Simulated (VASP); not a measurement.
Calculation: PBE GGA, VASP's PBE PAW potentials (set 64) (plane waves; VASP).

VASP input:

**POSCAR**
```
Ga2O3
1
    5.9774700000    -1.4833930000     0.0000000000
    5.9774700000     1.4833930000     0.0000000000
   -1.3474370000     0.0000000000     5.5005700000
Ga O
4 6
Direct
  0.3411600000   0.3411600000   0.6852700000
  0.6588400000   0.6588400000   0.3147300000
  0.9095300000   0.9095300000   0.2052100000
  0.0904700000   0.0904700000   0.7947900000
  0.5035300000   0.5035300000   0.7433400000
  0.4964700000   0.4964700000   0.2566600000
  0.8266300000   0.8266300000   0.4367700000
  0.1733700000   0.1733700000   0.5632300000
  0.1645000000   0.1645000000   0.1091500000
  0.8355000000   0.8355000000   0.8908500000
```

### INCAR
```
SYSTEM = Ga2O3
PREC = Accurate; ENCUT = 400; LREAL = .FALSE.
LASPH = .TRUE.
EDIFF = 1E-6; NELM = 100; ALGO = Normal
LMAXMIX = 4
ISMEAR = 0; SIGMA = 0.01
GGA = PE
ISIF = 2
LWAVE = .FALSE.; LCHARG = .FALSE.
```

KPOINTS:
```
Automatic mesh
0
Gamma
7 7 4
0 0 0
```

POTCAR, in this order: Ga_d O (PBE.64 set). Program: vasp_std.

Problem. What will the output report for the number of irreducible k-points (NKPTS), largest plane-wave count, number of space-group operations, FFT grid (NGX, NGY, NGZ)?

Solution. 
```yaml
number of irreducible k-points (NKPTS): 60
largest_plane_wave_count: 1791
number_of_space_group_operations: 4
FFT grid (NGX, NGY, NGZ): 40 × 40 × 40
```

The structure comes from a computed database's Ga2O3 entry; how it stands against other phases isn't given here. The cell was not relaxed at this level, and its volume differs by -8.7 % from the start's.
